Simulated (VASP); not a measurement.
A convergence study with VASP on P (space group no. 64 when undisturbed): a few settings are varied, all else stays as given below, so the limit is that of these other settings. One atom is moved off its site, so that forces are finite.

```xyz
4
Lattice="1.6467 -5.2138 0.0000 1.6467 5.2138 0.0000 0.0000 0.0000 4.3581" Properties=species:S:1:pos:R:3 pbc="T T T"
P      1.6467     4.1533     4.0568
P      1.6467     1.0605     1.8278
P      1.6467    -1.0605     2.5303
P      1.6467    -4.1533     0.3513
```

Method: PBE GGA, VASP's PBE PAW potentials (set 64) (plane waves; VASP). The last row used: 300 eV cut-off, 8×8×6 Γ-centred mesh, Fermi-Dirac smearing of 0.050 eV, potentials P.

| setting | pressure (GPa) | largest force (eV/Å) | irreducible k-points |
|---|---|---|---|
| NBANDS = 10 | 2.50 | 0.575 | 114 |
| NBANDS = 11 | 2.46 | 0.571 | 114 |
| NBANDS = 12 | 2.46 | 0.571 | 114 |
| NBANDS = 13 | 2.46 | 0.571 | 114 |
| NBANDS = 14 | 2.46 | 0.571 | 114 |
| NBANDS = 16 | 2.46 | 0.571 | 114 |
| NBANDS = 20 | 2.46 | 0.571 | 114 |
| NBANDS = 26 | 2.46 | 0.571 | 114 |
| NBANDS = 42 | 2.46 | 0.571 | 114 |

VASP warned of too few bands at NBANDS = 10; NBANDS = 11.

Left out are rungs that failed or repeat a setting and relaxations that didn't move; long series are thinned to 24 rows.

The structure is a typed P crystal (space group no. 64). The cell was not relaxed at this level, it is distorted from the ideal structure. VASP warned that the highest band is occupied, so more bands are needed.
